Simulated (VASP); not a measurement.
Computed with PBE GGA, VASP's PBE PAW potentials (set 64) (plane waves; VASP).

Input for VASP

### INCAR
```
ALGO  =  Fast
EDIFF  =  1E-5
EDIFFG  =  -0.03
ENCUT  =  400
GGA  =  PE
IBRION  =  2
ISIF  =  2
ISMEAR  =  1
LASPH  =  .TRUE.
LCHARG  =  .FALSE.
LREAL  =  .FALSE.
LWAVE  =  .FALSE.
NELM  =  100
NELMIN  =  4
NSW  =  20
PREC  =  Normal
SIGMA  =  0.1
SYSTEM  =  Li
```

**POSCAR**
```
Li
1.0
 -1.7015433237   1.7015433237   1.7015433237
  1.7015433237  -1.7015433237   1.7015433237
  1.7015433237   1.7015433237  -1.7015433237
Li
1
Direct
  0.0000000000   0.0000000000   0.0000000000
```

### KPOINTS
```
Regular mesh
0
gamma
17 17 17
```

POTCAR, in this order: Li_sv (PBE.64 set). Program: vasp_std.

The run wrote:

**OSZICAR**
```
       N       E                     dE             d eps       ncg     rms          rms(c)
DAV:   1     0.172079385023E+00    0.17208E+00   -0.59860E+02  1710   0.341E+02
DAV:   2    -0.184888446684E+01   -0.20210E+01   -0.19823E+01  2365   0.546E+01
DAV:   3    -0.191644686034E+01   -0.67562E-01   -0.67308E-01  2005   0.670E+00
DAV:   4    -0.191772817191E+01   -0.12813E-02   -0.12770E-02  2085   0.926E-01
DAV:   5    -0.191774762272E+01   -0.19451E-04   -0.19439E-04  2130   0.907E-02    0.450E-01
RMM:   6    -0.191590530108E+01    0.18423E-02   -0.30958E-04  1759   0.186E-01    0.255E-01
RMM:   7    -0.191534590585E+01    0.55940E-03   -0.14411E-03  1829   0.357E-01    0.285E-02
RMM:   8    -0.191539456839E+01   -0.48663E-04   -0.38195E-04  1924   0.178E-01    0.607E-03
RMM:   9    -0.191541074573E+01   -0.16177E-04   -0.11279E-04  1765   0.102E-01    0.459E-03
RMM:  10    -0.191541230923E+01   -0.15635E-05   -0.25105E-05  1351   0.504E-02
   1 F= -.19154123E+01 E0= -.19154143E+01  d E =-.191541E+01
```

### OUTCAR
```
------------------------ aborting loop because EDIFF is reached ----------------------------------------
  FORCE on cell =-STRESS in cart. coord.  units (eV):
  Direction    XX          YY          ZZ          XY          YZ          ZX
  --------------------------------------------------------------------------------------
  Total       -0.3922993     -0.3922993     -0.3922993      0.0000000      0.0000000     -0.0000000
  in kB      -31.8962124    -31.8962124    -31.8962124      0.0000000      0.0000000     -0.0000000
  external PRESSURE =     -31.8962124 kB  Pullay stress =       0.0000000 kB
  volume of cell :       19.71
      direct lattice vectors                 reciprocal lattice vectors
    -1.701543324  1.701543324  1.701543324     0.000000000  0.293850878  0.293850878
     1.701543324 -1.701543324  1.701543324     0.293850878  0.000000000  0.293850878
     1.701543324  1.701543324 -1.701543324     0.293850878  0.293850878  0.000000000
 POSITION                                       TOTAL-FORCE (eV/Angst)
 -----------------------------------------------------------------------------------
      0.00000      0.00000      0.00000         0.000000      0.000000     -0.000000
 -----------------------------------------------------------------------------------
    total drift:                               -0.000000     -0.000000     -0.000000
  FREE ENERGIE OF THE ION-ELECTRON SYSTEM (eV)
  ---------------------------------------------------
  free  energy   TOTEN  =        -1.9154123092 eV

  energy  without entropy=       -1.9154183161  energy(sigma->0) =       -1.91541431

 reached required accuracy - stopping structural energy minimisation
```
(Selected blocks of OUTCAR.)

At this cut-off the stress carries a Pulay error, which pulls relaxed volumes low.

The compound is Li in the bcc structure. It was relaxed first, which changed the volume by -7 %.
